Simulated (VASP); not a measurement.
Runs of VASP 6.6.1 on Al2Pt. The structure is cubic, space group Fm-3m (No. 225). The conventional cell has a = 5.910 Å, b = 5.910 Å, c = 5.910 Å, α = 90.00°, β = 90.00°, γ = 90.00°. Around Al (site symmetry -43m) lie 4 Pt at 2.56 Å. Pt (site symmetry m-3m) has 8 Al at 2.56 Å as nearest neighbours. 

| level | potentials or basis | gap on the mesh (eV) | pressure (GPa) | relaxed volume (Å³/atom) |
| --- | --- | --- | --- | --- |
| r2SCAN | VASP PAW PBE potentials, release 64 (Al, Pt) | none | 0.1 | (a) |
| PBE+D3(BJ) | VASP PAW PBE potentials, release 64 (Al, Pt) | none | 0.0 | (b) |
| PBE | VASP PAW PBE potentials, release 64 (Al, Pt) | none | 0.0 | 17.50 |
| LDA | VASP PAW LDA potentials, release 64 (Al, Pt) | none | 0.0 | 16.76 |
| PBEsol | VASP PAW PBE potentials, release 64 (Al, Pt) | none | 0.0 | 17.08 |

Alike in all rows: task relaxation of cell and atoms; no spin polarisation; cell relaxed; k mesh 12 × 12 × 12; cutoff (eV) 600; smearing methfessel-paxton 0.1 eV.

Estimate the missing entries.

(a) 17.12; (b) 16.97.

Caveats: the PAW data sets were made with another functional, which shifts forces and pressure a little (some runs); pairwise dispersion overbinds metals, which lowers pressure and volume (some runs).

A k mesh can miss the band edges, and the runs leave out spin-orbit coupling on Pt.

A gap of «none» marks a metal or a gap under the smearing width.

Not every run made on this cell is shown here.
